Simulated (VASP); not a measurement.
A run of VASP 6.6.1:

INCAR

```
PREC = Accurate
ENCUT = 600
EDIFF = 1E-7
ISMEAR = 0
SIGMA = 0.1
LREAL = F
LASPH = T
NELM = 80
ALGO = Fast
ISIF = 3
LWAVE = F
LCHARG = F
GGA = PS
IBRION = 2
NSW = 100
EDIFFG = -0.005
```

KPOINTS

```
regular mesh
0
Gamma
  12 12 12
```

The input POSCAR:

```
InAs
1.0
    0.0000000000      3.0180000000      3.0180000000
    3.0180000000      0.0000000000      3.0180000000
    3.0180000000      3.0180000000      0.0000000000
In As
1 1
Direct
    0.0000000000      0.0000000000      0.0000000000
    0.2500000000      0.2500000000      0.2500000000
```

Potentials or basis: VASP PAW PBE potentials, release 64 (In_d, As).

Launch:

```console
$ cat potpaw_PBE.64/In_d/POTCAR potpaw_PBE.64/As/POTCAR > POTCAR
$ mpirun -np 1 vasp_std > vasp.out
```

Hardware: 1 thread of Intel(R) Xeon(R) 6975P-C (Granite Rapids) (shared host).

Estimate the wall time of this run.

Wall time 87 s on 1 thread of Intel(R) Xeon(R) 6975P-C (Granite Rapids), with other jobs on the host, peak memory 0.26 GiB. Counts: scf iterations 48, k points 72, ion steps 3.
